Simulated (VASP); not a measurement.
Output of a VASP run:

File OUTCAR:
```
 ion  position               nearest neighbor table
   1  0.498  0.999  0.999-  53 1.88  45 1.88  61 1.89  32 1.93   9 2.97  23 3.07  18 3.07  15 3.08
                            22 3.08   8 3.08   5 3.08  30 3.09   7 3.11  13 3.11   3 3.12   2 3.12
   2  0.749  0.250  0.999-  54 1.88  43 1.89  32 1.90  33 1.90  23 3.07  24 3.08   6 3.09  13 3.09
                            28 3.09   4 3.11   1 3.12  14 3.12   3 3.12  16 3.12   9 3.12  10 3.12
   3  0.749  0.999  0.251-  48 1.88  38 1.89  34 1.90  32 1.90  18 3.07  21 3.07  11 3.09   7 3.09
                            25 3.09   4 3.11   1 3.12  19 3.12   2 3.12  16 3.12  12 3.12   9 3.12
   4  0.000  1.000  1.000-  62 1.89  35 1.90  38 1.90  43 1.90  25 3.07  28 3.07   7 3.07   5 3.07
                            13 3.07   8 3.07  22 3.09  15 3.09  31 3.09  16 3.11   2 3.11   3 3.11
   5  0.248  0.247  0.999-  53 1.89  35 1.89  59 1.89  36 1.93   9 2.95  28 3.06   4 3.07  23 3.07
                            22 3.08   1 3.08   8 3.08  16 3.09  14 3.11  29 3.11  17 3.12   6 3.12
   6  0.500  0.500  0.998-  60 1.88  54 1.89  36 1.90  37 1.90  23 3.07  24 3.07  29 3.08  30 3.08
                             2 3.09  15 3.10   9 3.12  10 3.12   5 3.12   7 3.12  18 3.12  17 3.12
   7  0.752  0.752  0.999-  55 1.89  38 1.89  61 1.89  37 1.93  10 2.95  13 3.06   4 3.07  24 3.08
                            31 3.08  25 3.09  14 3.09   3 3.09   1 3.11  30 3.11  18 3.12   6 3.12
   8  0.248  0.999  0.248-  45 1.89  35 1.89  56 1.89  39 1.93   9 2.95  25 3.06   4 3.07  18 3.08
                            15 3.08   1 3.08   5 3.08  16 3.09  19 3.11  27 3.11  20 3.12  11 3.12
   9  0.485  0.238  0.238-  39 1.85  36 1.85  32 1.85   8 2.95   5 2.95   1 2.97  17 3.10  20 3.11
                            11 3.12   6 3.12   3 3.12   2 3.12
  10  0.762  0.515  0.238-  40 1.85  37 1.85  33 1.85  25 2.95   7 2.95  14 2.96  21 3.11  18 3.11
                            26 3.12   6 3.12   2 3.12  16 3.12
  11  0.500  0.997  0.500-  58 1.88  48 1.89  41 1.90  39 1.90  21 3.07  18 3.07  30 3.08  27 3.08
                             3 3.09  22 3.10  12 3.12   9 3.12   8 3.12  13 3.12  23 3.12  20 3.12
  12  0.762  0.238  0.515-  41 1.85  42 1.85  34 1.85  13 2.95  28 2.95  19 2.96  24 3.11  23 3.11
                            11 3.12  26 3.12   3 3.12  16 3.12
  13  0.752  0.998  0.752-  52 1.89  43 1.89  61 1.89  41 1.93  12 2.95   7 3.06   4 3.07  21 3.08
                            31 3.08  28 3.08  19 3.09   2 3.09  30 3.11   1 3.11  23 3.12  11 3.12
  14  0.001  0.502  0.999-  44 1.88  55 1.88  59 1.89  33 1.93  10 2.96  17 3.07  24 3.07  15 3.08
                            31 3.08  29 3.08  25 3.09   7 3.09  28 3.11   5 3.11  16 3.12   2 3.12
  15  0.250  0.750  0.999-  62 1.89  44 1.90  45 1.90  60 1.90  14 3.08   1 3.08  25 3.08   8 3.08
                            31 3.08  22 3.08  30 3.09  29 3.09  18 3.09  17 3.09   4 3.09   6 3.10
  16  0.001  0.250  0.251-  46 1.88  35 1.89  34 1.90  33 1.90  20 3.07  17 3.07  26 3.09   8 3.09
                             5 3.09   4 3.11  19 3.12  14 3.12   2 3.12   3 3.12  12 3.12  10 3.12
  17  0.247  0.501  0.249-  47 1.88  44 1.88  46 1.89  36 1.90  26 3.07  14 3.07  16 3.07  25 3.08
                            15 3.09  27 3.10   9 3.10  18 3.12   5 3.12  20 3.12   6 3.12
  18  0.499  0.752  0.249-  47 1.88  45 1.88  48 1.89  37 1.90  11 3.07   3 3.07   1 3.07   8 3.08
                            15 3.09  27 3.10  10 3.11  17 3.12  21 3.12   7 3.12   6 3.12
  19  0.001  0.999  0.502-  49 1.88  52 1.88  56 1.89  34 1.93  12 2.96  20 3.07  21 3.07  31 3.08
                            22 3.08  13 3.09  28 3.09  27 3.09  25 3.11   8 3.11  16 3.12   3 3.12
  20  0.247  0.249  0.501-  50 1.88  49 1.88  46 1.89  39 1.90  26 3.07  19 3.07  16 3.07  28 3.07
                            22 3.09  29 3.10   9 3.11   8 3.12  17 3.12  23 3.12  11 3.12
  21  0.751  0.752  0.501-  51 1.88  52 1.88  48 1.89  40 1.90  11 3.07  19 3.07   3 3.07  13 3.08
                            31 3.09  30 3.10  10 3.11  24 3.12  18 3.12  25 3.12  26 3.12
  22  0.250  0.999  0.750-  62 1.89  49 1.90  53 1.90  58 1.90  19 3.08   1 3.08   5 3.08  28 3.08
                            31 3.08  27 3.08  30 3.08  15 3.08  20 3.09  23 3.09   4 3.09  11 3.10
  23  0.499  0.249  0.753-  50 1.88  53 1.88  54 1.89  41 1.90   6 3.07   1 3.07   2 3.07   5 3.07
                            22 3.09  29 3.10  12 3.11  13 3.12  24 3.12  20 3.12  11 3.12
  24  0.751  0.501  0.753-  51 1.88  55 1.88  54 1.89  42 1.90   6 3.07  14 3.07   2 3.08   7 3.08
                            31 3.09  30 3.10  12 3.11  28 3.12  21 3.12  23 3.12  26 3.12
  25  0.001  0.752  0.248-  44 1.89  38 1.89  56 1.89  40 1.93  10 2.95   8 3.06   4 3.07  17 3.08
                            15 3.08   7 3.09  14 3.09   3 3.09  19 3.11  27 3.11  21 3.12  26 3.12
  26  0.002  0.500  0.500-  57 1.88  46 1.89  42 1.90  40 1.90  17 3.07  20 3.07  27 3.08  29 3.08
                            16 3.09  31 3.10  10 3.12  12 3.12  28 3.12  25 3.12  24 3.12  21 3.12
  27  0.250  0.750  0.501-  58 1.89  57 1.89  56 1.91  47 1.91  30 3.08  26 3.08  11 3.08  29 3.08
                            22 3.08  31 3.08  19 3.09  18 3.10  17 3.10  25 3.11   8 3.11
  28  0.001  0.247  0.752-  49 1.89  43 1.89  59 1.89  42 1.93  12 2.95   5 3.06   4 3.07  20 3.07
                            22 3.08  13 3.08  19 3.09   2 3.09  14 3.11  29 3.11  24 3.12  26 3.12
  29  0.250  0.501  0.750-  57 1.89  60 1.89  59 1.90  50 1.91   6 3.08  27 3.08  26 3.08  30 3.08
                            14 3.08  31 3.08  15 3.09  20 3.10  23 3.10   5 3.11  28 3.11
  30  0.499  0.750  0.750-  58 1.89  60 1.89  61 1.90  51 1.91  27 3.08   6 3.08  11 3.08  29 3.08
                            22 3.08  15 3.09   1 3.09  21 3.10  24 3.10   7 3.11  13 3.11
  31  0.001  0.750  0.750-  62 1.89  52 1.90  55 1.90  57 1.90  19 3.08  14 3.08   7 3.08  13 3.08
                            22 3.08  15 3.08  27 3.08  29 3.08  24 3.09  21 3.09   4 3.09  26 3.10
  32  0.626  0.126  0.126-   9 1.85   2 1.90   3 1.90   1 1.93
  33  0.874  0.374  0.126-  10 1.85   2 1.90  16 1.90  14 1.93
  34  0.874  0.126  0.374-  12 1.85   3 1.90  16 1.90  19 1.93
  35  0.124  0.125  0.125-   5 1.89   8 1.89  16 1.89   4 1.90
  36  0.374  0.377  0.124-   9 1.85   6 1.90  17 1.90   5 1.93
  37  0.623  0.626  0.124-  10 1.85   6 1.90  18 1.90   7 1.93
  38  0.875  0.876  0.125-   7 1.89  25 1.89   3 1.89   4 1.90
  39  0.374  0.124  0.377-   9 1.85  11 1.90  20 1.90   8 1.93
  40  0.876  0.626  0.377-  10 1.85  26 1.90  21 1.90  25 1.93
  41  0.623  0.124  0.626-  12 1.85  11 1.90  23 1.90  13 1.93
  42  0.876  0.377  0.626-  12 1.85  26 1.90  24 1.90  28 1.93
  43  0.875  0.125  0.876-  28 1.89  13 1.89   2 1.89   4 1.90
  44  0.124  0.625  0.124-  14 1.88  17 1.88  25 1.89  15 1.90
  45  0.375  0.875  0.124-   1 1.88  18 1.88   8 1.89  15 1.90
  46  0.125  0.375  0.375-  16 1.88  26 1.89  20 1.89  17 1.89
  47  0.372  0.627  0.369-  17 1.88  18 1.88  27 1.91  63 2.00
  48  0.625  0.875  0.375-   3 1.88  11 1.89  18 1.89  21 1.89
...
```

File OSZICAR:
```
       N       E                     dE             d eps       ncg     rms          rms(c)
DAV:   1    -0.454737463293E+03   -0.45474E+03   -0.16916E-06   552   0.388E-03    0.963E-04
RMM:   2    -0.454737463273E+03    0.20682E-07   -0.55540E-07   384   0.182E-03    0.616E-04
RMM:   3    -0.454737463265E+03    0.80145E-08   -0.12860E-07   378   0.776E-04    0.286E-04
RMM:   4    -0.454737463266E+03   -0.91677E-09   -0.19813E-08   205   0.473E-04
   1 F= -.45473746E+03 E0= -.45473746E+03  d E =-.575426E-11  mag=     3.0000
```

**OUTCAR**
```
------------------------ aborting loop because EDIFF is reached ----------------------------------------
  FORCE on cell =-STRESS in cart. coord.  units (eV):
  Direction    XX          YY          ZZ          XY          YZ          ZX
  --------------------------------------------------------------------------------------
  Total        8.0691087      7.9919886      8.0453352      2.5533081     -2.5954669      2.4059523
  in kB       19.2429664     19.0590527     19.1862720      6.0890519     -6.1895909      5.7376423
  external PRESSURE =      19.1627637 kB  Pullay stress =       0.0000000 kB
  volume of cell :      671.84
      direct lattice vectors                 reciprocal lattice vectors
     8.758331436  0.000000000  0.000000000     0.114176999  0.000000000  0.000000000
     0.000000000  8.758331436  0.000000000     0.000000000  0.114176999  0.000000000
     0.000000000  0.000000000  8.758331436     0.000000000  0.000000000  0.114176999
 POSITION                                       TOTAL-FORCE (eV/Angst)
 -----------------------------------------------------------------------------------
      4.35870      8.74781      8.75065         0.007729     -0.001982     -0.009148
      6.56263      2.19252      8.74861        -0.001919      0.014686     -0.009513
      6.56157      8.74620      2.19563         0.005124     -0.004626     -0.004132
      0.00159      8.75521      8.75622        -0.016184      0.011283      0.013207
      2.17569      2.16712      8.74570        -0.007839      0.017914      0.013471
      4.37847      4.37766      8.73705         0.006495     -0.000001     -0.000922
      6.58821      6.58269      8.74555         0.002870     -0.014459      0.008312
      2.17600      8.74525      2.16977        -0.003178     -0.002017      0.006314
      4.25023      2.08643      2.08811         0.007300      0.009332     -0.004034
      6.67782      4.51115      2.08096        -0.015229     -0.022274      0.005636
      4.37875      8.73609      4.37943        -0.008664     -0.004282      0.001899
      6.67225      2.08327      4.50885         0.005763      0.015586     -0.016953
      6.58832      8.74473      6.58276        -0.003795      0.004410      0.003239
      0.00901      4.39664      8.74906        -0.002711      0.000876     -0.007578
      2.18797      6.56763      8.75095         0.009256     -0.006055     -0.008619
      0.01019      2.19162      2.19451        -0.005847      0.015841      0.002014
      2.16506      4.38443      2.18141        -0.002113     -0.004768     -0.007333
      4.37077      6.58966      2.18166        -0.002066     -0.003682     -0.002553
      0.00815      8.74694      4.39794         0.003856     -0.003704      0.003261
      2.16401      2.17869      4.38756         0.016658      0.010161     -0.003380
      6.57625      6.59034      4.38721        -0.001685     -0.007148      0.003385
      2.18776      8.74822      6.56923         0.007117     -0.007590      0.004109
      4.37115      2.17826      6.59356         0.002434      0.015423     -0.003191
      6.57710      4.38489      6.59218        -0.005473     -0.002569      0.009203
      0.01205      6.58262      2.16917        -0.001528     -0.008753      0.005282
      0.02122      4.37741      4.37901        -0.001191     -0.000270      0.000620
      2.19062      6.56595      4.38948        -0.000218     -0.010944     -0.018959
      0.01139      2.16727      6.58239        -0.007643      0.013049      0.006908
      2.18996      4.38671      6.56884         0.007398     -0.012609     -0.007211
      4.36853      6.56695      6.56851         0.014908     -0.018794     -0.010481
      0.00796      6.56729      6.56893        -0.003967     -0.005872      0.006334
      5.47974      1.10411      1.10620         0.009830     -0.005900     -0.000766
      7.65388      3.27476      1.10426         0.003239     -0.008505      0.002537
      7.65260      1.10260      3.27700        -0.001313      0.000942     -0.003427
      1.08759      1.09546      1.09690        -0.001485     -0.008650      0.000544
      3.27799      3.30080      1.08813        -0.002300     -0.004231      0.009173
      5.45585      5.47862      1.08799        -0.002131      0.005026      0.005625
      7.66028      7.67053      1.09718        -0.000462     -0.003403      0.002563
      3.27799      1.08831      3.30275        -0.001910     -0.015906      0.005308
      7.67025      5.47936      3.30261        -0.003836     -0.003174     -0.000254
      5.45580      1.08770      5.48016        -0.004986     -0.019896      0.002783
      7.66958      3.30066      5.47934        -0.004617     -0.002892      0.002641
      7.66030      1.09600      7.67102         0.002896     -0.010430     -0.000277
      1.08989      5.47541      1.08663        -0.000866      0.011385     -0.002229
      3.28037      7.66520      1.08699        -0.007245      0.010144     -0.003635
      1.09513      3.28115      3.28389         0.001974      0.005206      0.001607
      3.26034      5.49394      3.23019         0.013166      0.004641     -0.002628
      5.47268      7.65942      3.28465         0.009499      0.007377     -0.002159
      1.08941      1.08364      5.47728        -0.002550     -0.003011      0.012244
      3.25999      3.22655      5.49895        -0.007439     -0.007063     -0.008771
      5.52725      5.49471      5.49754         0.013273      0.003505     -0.008686
      7.67138      7.66521      5.47774         0.004098      0.011053      0.000225
      3.28019      1.08363      7.66785        -0.006874     -0.004674      0.001844
      5.47391      3.28243      7.66249        -0.000130     -0.007300      0.000745
      7.67149      5.47592      7.66758         0.007271      0.007141      0.001627
      1.09298      7.66429      3.28535        -0.004211     -0.000023      0.003810
...
```
(Selected blocks of OUTCAR.)

POSCAR:
```
C31GeSi31
1
    8.7583314357     0.0000000000     0.0000000000
    0.0000000000     8.7583314357     0.0000000000
    0.0000000000     0.0000000000     8.7583314357
Si C Ge
31 31 1
Direct
  0.4976630063   0.9987986526   0.9991224946
  0.7493012384   0.2503354689   0.9988898107
  0.7491799690   0.9986146007   0.2506900959
  0.0001816073   0.9996436156   0.9997590969
  0.2484134359   0.2474355999   0.9985574174
  0.4999206182   0.4998279057   0.9975702532
  0.7522222288   0.7515922111   0.9985406239
  0.2484494376   0.9985063888   0.2477378142
  0.4852787129   0.2382220998   0.2384145294
  0.7624531974   0.5150690945   0.2375975625
  0.4999526443   0.9974601390   0.5000304355
  0.7618169923   0.2378613998   0.5148065611
  0.7522351244   0.9984474485   0.7515993129
  0.0010292645   0.5019948387   0.9989418503
  0.2498163743   0.7498722483   0.9991573692
  0.0011633357   0.2502326019   0.2505630362
  0.2472003483   0.5006012984   0.2490671492
  0.4990409961   0.7523877196   0.2490953974
  0.0009310598   0.9986987929   0.5021439151
  0.2470802535   0.2487562709   0.5009579784
  0.7508567477   0.7524651693   0.5009187504
  0.2497921819   0.9988452962   0.7500551142
  0.4990852023   0.2487074566   0.7528327545
  0.7509533229   0.5006537083   0.7526758281
  0.0013754007   0.7515836289   0.2476698417
  0.0024233951   0.4997995832   0.4999818175
  0.2501184133   0.7496808347   0.5011771948
  0.0012999377   0.2474518672   0.7515569766
  0.2500429689   0.5008612874   0.7500099481
  0.4987855623   0.7497948633   0.7499723558
  0.0009085315   0.7498337021   0.7500207420
  0.6256603927   0.1260635211   0.1263021325
  0.8738975621   0.3739025032   0.1260809211
  0.8737511678   0.1258920505   0.3741585404
  0.1241777243   0.1250759750   0.1252411748
  0.3742708748   0.3768759577   0.1242393872
  0.6229325694   0.6255322807   0.1242231722
  0.8746278406   0.8757982752   0.1252728209
  0.3742708952   0.1242600811   0.3770984845
  0.8757665150   0.6256170145   0.3770815811
  0.6229265950   0.1241906227   0.6257087713
  0.8756891452   0.3768598098   0.6256140992
  0.8746303311   0.1251380123   0.8758544644
  0.1244400028   0.6251662968   0.1240684932
  0.3745432682   0.8751890383   0.1241097650
  0.1250381203   0.3746317875   0.3749443012
  0.3722562767   0.6272820250   0.3688132091
  0.6248546529   0.8745292063   0.3750315209
  0.1243860445   0.1237265355   0.6253790395
  0.3722161918   0.3683975511   0.6278535394
  0.6310851335   0.6273693338   0.6276923988
  0.8758950758   0.8751907680   0.6254317624
  0.3745227434   0.1237258584   0.8754924975
  0.6249943392   0.3747784207   0.8748802434
  0.8759079032   0.6252238201   0.8754607837
  0.1247931721   0.8750859286   0.3751114989
  0.1255818704   0.6244725053   0.6248385339
  0.3751634487   0.8742620361   0.6247969071
  0.1246408136   0.3748256485   0.8752728260
  0.3751424532   0.6245983364   0.8744902760
  0.6247532090   0.8752025357   0.8753226336
  0.1250212775   0.8746035076   0.8748975392
  0.5082098807   0.4910789638   0.4917736536
```

Problem. Reconstruct the remaining input files.

Solution. Several could match; the one computed here: the input of the run itself, PBE GGA, plane waves, VASP's PBE PAW potentials (set 64).

### INCAR
```
ALGO=Fast
EDIFF=1E-6
ENCUT=400
GGA=PE
ISMEAR=0
ISPIN=2
ISYM=0
LASPH=.TRUE.
LCHARG=.FALSE.
LHYPERFINE=.TRUE.
LMAXMIX=4
LORBIT=11
LREAL=Auto
LWAVE=.TRUE.
MAGMOM=63*0.0476
NELECT=253.0
NELM=100
NELMIN=4
NUPDOWN=3
PREC=Normal
SIGMA=0.05
SYSTEM=C31GeSi31
```

File KPOINTS:
```
Automatic mesh
0
Gamma
1 1 1
0 0 0
```

POTCAR, in this order: Si C Ge (PBE.64 set). Program: vasp_gam. Read from the step before: WAVECAR.

At this cut-off the stress carries a Pulay error, which pulls relaxed volumes low. The cell is charged, with a uniform compensating background.  The supercell is sampled at Γ alone, which is coarse: total energies, pressure and levels can be off, energies of defects by several tenths of an eV.

The cell is a supercell with a defect, built from SiC (zinc blende): Ge_Si-vac_C, charge -1.
